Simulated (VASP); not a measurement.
Consider the following.

```
CELL_PARAMETERS angstrom
      2.70403     0.00000     0.00000
      0.00000     2.70403     0.00000
      0.00000     0.00000     2.70403
ATOMIC_POSITIONS crystal
  Ti 0.00000 0.00000 0.00000
```

Method: r2SCAN meta-GGA, VASP's PBE PAW potentials (set 64) (plane waves; VASP). Numerical set-up: 400 eV cut-off, 12×12×12 Γ-centred mesh, first-order Methfessel-Paxton smearing of 0.10 eV, potentials Ti_sv.

Energy and stress use the plane-wave basis of the starting cell.

Problem. The ions, cell shape and volume are relaxed. Predict the relaxed structure.

Solution. 
```
CELL_PARAMETERS angstrom
      2.63021     0.00000     0.00000
      0.00000     2.63021     0.00000
      0.00000     0.00000     2.63021
ATOMIC_POSITIONS crystal
  Ti 0.00000 0.00000 0.00000
```
Space group Pm-3m (221), at a tolerance of 0.03 Å.

Problem. How do energy and volume change from the first to the last step?

Solution. The energy (σ→0) changes by -31.5 meV/atom and the volume by -8.0 %, in 3 ionic steps.

```json
[
 {"step": "1", "E(σ→0) (eV)": "-11.9942", "max force (eV/Å)": "0.000", "pressure (GPa)": "-5.95", "volume (Å³)": "19.77"},
 {"step": "2", "E(σ→0) (eV)": "-12.0227", "max force (eV/Å)": "0.000", "pressure (GPa)": "2.21", "volume (Å³)": "17.74"},
 {"step": "3", "E(σ→0) (eV)": "-12.0257", "max force (eV/Å)": "0.000", "pressure (GPa)": "0.01", "volume (Å³)": "18.20"}
]
```

The structure was generated: Ti was put into the simple-cubic type (Pm-3m), which need not be its known phase. This run relaxes it. Symmetry was kept, so distortions that lower it aren't found.
